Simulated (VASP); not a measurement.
Input for VASP

### POSCAR
```
Ta2O5
1.0
 -2.6290260054   2.6290260054   4.7773623141
  2.6290260054  -2.6290260054   4.7773623141
  2.6290260054   2.6290260054  -4.7773623141
Ta O
2 5
Cartesian
 -0.0000000000   0.0000000000   1.8851424520
  2.6290260054   2.6290260054   2.8922198621
  0.0000000000   0.0000000000   0.0000000000
 -1.3145130027   1.3145130027   2.3886811571
  1.3145130027   1.3145130027  -2.3886811571
  1.3145130027  -1.3145130027   2.3886811571
  1.3145130027   1.3145130027   2.3886811571
```

INCAR:
```
ALGO = Normal
EDIFF = 1E-6
EDIFFG = -0.02
ENCUT = 520
GGA = PS
IBRION = 2
ISIF = 3
ISMEAR = 0
LASPH = .True.
LCHARG = .False.
LMAXMIX = 6
LREAL = .False.
LWAVE = .False.
NELM = 100
NSW = 60
PREC = Accurate
SIGMA = 0.05
SYSTEM = Ta2O5
```

### KPOINTS
```
Automatic mesh
0
Gamma
6 6 6
0 0 0
```

POTCAR, in this order: Ta_pv O (PBE.64 set). Program: vasp_std.

Q: Write an equivalent input for Quantum ESPRESSO's pw.x.

A: One equivalent input (not run):
```
&CONTROL
  calculation = 'vc-relax'
  pseudo_dir = './pseudo'
  outdir = './out'
  tprnfor = .true.
  tstress = .true.
  nstep = 60
  forc_conv_thr = 0.00078
/
&SYSTEM
  ibrav = 0
  nat = 7
  ntyp = 2
  ecutwfc = 84
  occupations = 'smearing'
  smearing = 'gaussian'
  degauss = 0.003675
  input_dft = 'pbesol'
/
&ELECTRONS
  conv_thr = 7.3e-08
  electron_maxstep = 100
/
&IONS
/
&CELL
/
ATOMIC_SPECIES
  Ta 180.948 Ta.upf
  O 15.999 O.upf
CELL_PARAMETERS angstrom
    -2.6290260    2.6290260    4.7773623
     2.6290260   -2.6290260    4.7773623
     2.6290260    2.6290260   -4.7773623
ATOMIC_POSITIONS crystal
  Ta   0.1972995  0.1972995  0.0000000
  Ta   0.8027005  0.8027005  1.0000000
  O    0.0000000  0.0000000  0.0000000
  O    0.5000000  0.0000000  0.0000000
  O    0.0000000  0.0000000  0.5000000
  O    0.0000000  0.5000000  0.0000000
  O    0.5000000  0.5000000  0.5000000
K_POINTS automatic
  6 6 6 0 0 0
```
Limits of the translation: the potentials are each code's own (VASP's PAW set, PseudoDojo norm-conserving files in pw.x), so ENCUT and ecutwfc are chosen apart and not converted; conv_thr bounds pw.x's estimated SCF error, while EDIFF bounds the energy change between steps; forc_conv_thr acts on force components and is met together with etot_conv_thr.

The structure comes from a computed database's Ta2O5 entry (I4/mmm); how it stands against other phases isn't given here. This run relaxes it. Symmetry was kept, so distortions that lower it aren't found. The start is the result of an earlier pass.
